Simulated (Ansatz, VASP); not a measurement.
# NiI2 in two plane-wave programs, part 2 of 2

Aim: how closely do two programs agree when they are given the same cell, functional and k mesh?

VASP 6.6.1 and Ansatz 0.2.0.

So far. Step 2 (Ansatz: single point, PBEsol): The run ends at a pressure of -3.39 GPa, with forces up to 1.0 eV/Å.

The database entry behind the starting cell differs from later determinations by our own check (an axis about 0.9 % short against later determinations), so it need not match the best structure at ambient conditions.

### Step 4. Side by side

Known differences besides the potentials themselves: the data sets hold 52 valence electrons in Ansatz (default PAW (the set named soft_2) files) and 24 in VASP; the cutoff is 420 eV in Ansatz and 350 eV in VASP; Ansatz makes its cores anew for this functional, VASP keeps those of its PBE data sets; site moments are counted in spheres of each program's own size. Total energies have different zeros and are not compared.

The two programs side by side:

| quantity | Ansatz | VASP | difference |
| --- | --- | --- | --- |
| pressure (GPa) | -3.39 | -3.47 | +0.08 |
| total moment (μB) | 1.92 | 1.91 | +0.01 |
| moment on Ni3 (μB) | 1.24 | 1.21 | +0.03 |
| moment on I1 (μB) | 0.22 | 0.23 | -0.01 |
| moment on I2 (μB) | 0.22 | 0.23 | -0.01 |

Forces (eV/Å; atoms numbered as in POSCAR):

| atom | Ansatz x, y, z | VASP x, y, z |
| --- | --- | --- |
| I1 | 0.000, 0.000, -1.021 | 0.000, 0.000, -1.013 |
| I2 | 0.000, 0.000, 1.021 | 0.000, 0.000, 1.013 |
| Ni3 | 0.000, 0.000, 0.000 | 0.000, 0.000, 0.000 |

The forces differ by 4.2 meV/Å r.m.s., which is 0.9 % of the r.m.s. force of 0.48 eV/Å (both taken over all components). Ansatz's pressure holds a Pulay correction of 0.03 GPa; VASP's holds none.

### Step 5. Ansatz: single point, PBEsol, DFT+U

A single point gives forces, pressure and levels at one fixed geometry, so differences don't come from the geometry; what else differs is listed under the comparison.

The input, input.yaml:

```yaml
crystal:
  lattice:
    - [1.946, 1.1235236238, 6.5446666667]
    - [-1.946, 1.1235236238, 6.5446666667]
    - [0.0, -2.2470472477, 6.5446666667]
  atoms:
    - { symbol: I, position: [0.75, 0.75, 0.75] }
    - { symbol: I, position: [0.25, 0.25, 0.25] }
    - { symbol: Ni, position: [0.0, 0.0, 0.0], spin: 1.0 }
hamiltonian:
  xc: pbesol
  pseudopotentials: { kind: paw }
  hubbard: { sites: [{ species: Ni, l: d, u_eff: 1.0 }] }
magnetization:
  spin_polarized: true
kpoints:
  mp_grid: { grid: [5, 5, 5] }
scf:
  occupations: { method: gaussian, width: 0.05 }
  n_extra_bands: 6
output:
  forces: true
  stress: true
  eigenvalues: true
```

On the command line:

```bash
> ansatz run input.yaml --threads 2 --pin off --max-ram 4608MiB --backend cpu --events-out ev --progress --plain --runs-dir out
```

Numbers of over 12 decimals in the logs are rounded to 6 here.

The log of the run:

```text
[...]
I: projections on atomic orbitals take those of the free atom [Kr] 4d10 5s2 5p5, of charge +0.00 (hamiltonian.pseudopotentials.projection_atoms); the dataset's partial waves leave at most 9.4e-6 of an orbital's norm unspanned inside its sphere
[...]
k-point 1 ↑: bands = [... 22 lower, 6.3833, 6.6019, 7.2978, 7.6982, 7.8904, 12.5203, 13.5597, 14.8200, ... 2 higher]
  k-point 2 ↑: bands = [... 22 lower, 5.8024, 6.1851, 6.5285, 7.2075, 7.6548, 11.6454, 13.0943, 14.6069, ... 2 higher]
  k-point 18 ↓: bands = [... 22 lower, 6.7078, 7.3833, 7.4341, 8.6080, 9.2778, 12.7329, 14.3235, 14.8298, ... 2 higher]
Occupation matrices written to <dir>
[key lines of the parts left out:]
SCF converged after 20 iterations
Magnetization: 1.9934 μB (26.9967 up, 25.0033 down)
Free energy (F): -20669.376929 eV
Fermi energy:    8.370129 eV
P = ⅓ Tr σ = -2.9033 GPa (-29.033 kbar)
```

Wall time 13 s (2 threads of Arm Neoverse N1, shared host); peak memory 0.45 GiB.

The run ends at a pressure of -2.90 GPa, with forces up to 0.97 eV/Å.

### Step 6. VASP: single point, PBEsol, DFT+U

The same cell, functional, mesh and smearing now go to VASP, with its own data sets and cutoff.

The input, INCAR:

```
SYSTEM = NiI2
PREC = Accurate
ENCUT = 350
EDIFF = 1E-06
NELM = 150
ISMEAR = 0
SIGMA = 0.05
LREAL = .FALSE.
ALGO = Normal
GGA = PS
NBANDS = 18
ISPIN = 2
MAGMOM = 0 0 1
LDAU = .TRUE.
LDAUTYPE = 2
LDAUL = -1 2
LDAUU = 0 1
LDAUJ = 0 0
LDAUPRINT = 1
LASPH = .TRUE.
LMAXMIX = 4
LORBIT = 11
LWAVE = .FALSE.
LCHARG = .FALSE.
KPAR = 2
AMIX = 0.2
BMIX = 1E-04
AMIX_MAG = 0.8
BMIX_MAG = 1E-04
NEDOS = 1200
```

The input, POSCAR:

```
NiI2
1.0
    1.9460000000      1.1235236238      6.5446666667
   -1.9460000000      1.1235236238      6.5446666667
    0.0000000000     -2.2470472477      6.5446666667
I Ni
2 1
Direct
    0.7500000000      0.7500000000      0.7500000000
    0.2500000000      0.2500000000      0.2500000000
    0.0000000000      0.0000000000      0.0000000000
```

The input, KPOINTS:

```
Automatic mesh
0
Gamma
5 5 5
0 0 0
```

Potentials, in the order of the species: I and Ni (PBE family, release 64).

On the command line:

```bash
> mpirun -np 2 vasp_std
```

The log of the run:

```text
[banner, memory and clock lines left out]
running    2 mpi-ranks, on    1 nodes
[...]
[... a notice as in an earlier step ...]

 LDA part: xc-table for (Slater+PW92), standard interpolation
 POSCAR, INCAR and KPOINTS ok, starting setup
[...]
entering main loop
       N       E                     dE             d eps       ncg     rms          rms(c)
DAV:   1     0.119116087851E+03    0.11912E+03   -0.76245E+03  1368   0.849E+02
DAV:   2    -0.351234761569E+00   -0.11947E+03   -0.11485E+03  1552   0.208E+02
DAV:   3    -0.942541515920E+01   -0.90742E+01   -0.89165E+01  1716   0.642E+01
DAV:   4    -0.965075492967E+01   -0.22534E+00   -0.22520E+00  1972   0.105E+01
[...]
DAV:  14    -0.932855533494E+01   -0.24835E-05   -0.15785E-05  1642   0.555E-02    0.275E-02
DAV:  15    -0.932855787933E+01   -0.25444E-05   -0.12415E-05  1582   0.761E-02    0.923E-03
DAV:  16    -0.932855801103E+01   -0.13171E-06   -0.11891E-06   754   0.157E-02
   1 F= -.93285580E+01 E0= -.93283834E+01  d E =-.349286E-03  mag=     1.9948
```

Parts of OUTCAR (step 6):

```text
  Total       -1.1576515     -1.1576515     -2.5174693      0.0000000      0.0000000      0.0000000
  in kB      -21.6035238    -21.6035238    -46.9797754      0.0000000      0.0000000      0.0000000
  external PRESSURE =     -30.0622743 kB  Pullay stress =       0.0000000 kB

 POSITION                                       TOTAL-FORCE (eV/Angst)
 -----------------------------------------------------------------------------------
      0.00000     -0.00000     14.72550        -0.000000      0.000000     -0.970080
      0.00000     -0.00000      4.90850        -0.000000     -0.000000      0.970080
      0.00000      0.00000      0.00000         0.000000     -0.000000      0.000000
 -----------------------------------------------------------------------------------
    total drift:                                0.000000      0.000000     -0.000000

  FREE ENERGIE OF THE ION-ELECTRON SYSTEM (eV)
  ---------------------------------------------------
  free  energy   TOTEN  =        -9.3285580110 eV

  energy  without entropy=       -9.3282087251  energy(sigma->0) =       -9.32838337

 magnetization (x)
# of ion       s       p       d       tot
------------------------------------------
    1        0.012   0.223   0.002   0.237
    2        0.012   0.223   0.002   0.237
    3        0.000  -0.001   1.291   1.290
--------------------------------------------------
tot          0.023   0.446   1.294   1.763

[... 2 parts as in an earlier step ...]

[... 1 further part left out ...]
[key lines of the parts left out:]
E-fermi :   4.9504
```

The run ends at a pressure of -3.01 GPa, with forces up to 0.97 eV/Å.

### Step 7. Differences

What differs besides the data sets and the points named for the pairs above, as far as they apply: U acts on the PAW sphere in VASP and on atomic orbitals in Ansatz, so only states and trends compare. Total energies have different zeros and are not compared.

The two programs side by side:

| quantity | Ansatz | VASP | difference |
| --- | --- | --- | --- |
| pressure (GPa) | -2.90 | -3.01 | +0.10 |
| gap on the k mesh (eV) | 0.097 | 0.107 | -0.010 |
| total moment (μB) | 1.99 | 1.99 | 0.00 |
| moment on Ni3 (μB) | 1.30 | 1.29 | +0.01 |
| moment on I1 (μB) | 0.23 | 0.24 | -0.01 |
| moment on I2 (μB) | 0.23 | 0.24 | -0.01 |

Forces (eV/Å; atoms numbered as in POSCAR):

| atom | Ansatz x, y, z | VASP x, y, z |
| --- | --- | --- |
| I1 | 0.000, 0.000, -0.975 | 0.000, 0.000, -0.970 |
| I2 | 0.000, 0.000, 0.975 | 0.000, 0.000, 0.970 |
| Ni3 | 0.000, 0.000, 0.000 | 0.000, 0.000, 0.000 |

The forces differ by 2.2 meV/Å r.m.s., which is 0.5 % of the r.m.s. force of 0.46 eV/Å (both taken over all components). A gap on the mesh is an upper bound, since the band edges may lie between its points. Ansatz's pressure holds a Pulay correction of 0.03 GPa; VASP's holds none.

### Step 8. Results

| Quantity | Value |
| --- | --- |
| r.m.s. force difference (single point, PBEsol) | 0.88 % of the r.m.s. force |
| r.m.s. force difference (single point, PBEsol, DFT+U) | 0.48 % of the r.m.s. force |

The r.m.s. force difference is 0.88 % of the r.m.s. force (single point, PBEsol), within the 3 % picked in this series as the mark of a large difference. How closely two codes agree says nothing of how well the functional describes the real material.

[Lines on the potential files, build, host, timing and source positions are cut from VASP's logs without a mark.]

[Logs are printed without paths, hosts, clocks, repeated set-up lines and the standing remarks that a program may print on its own settings, such as how far it seeks lower states.]

[Hosts, paths, dates, database ids (printed as entryN), source tags and the programs' standing remarks are cut or masked in the printed files.]
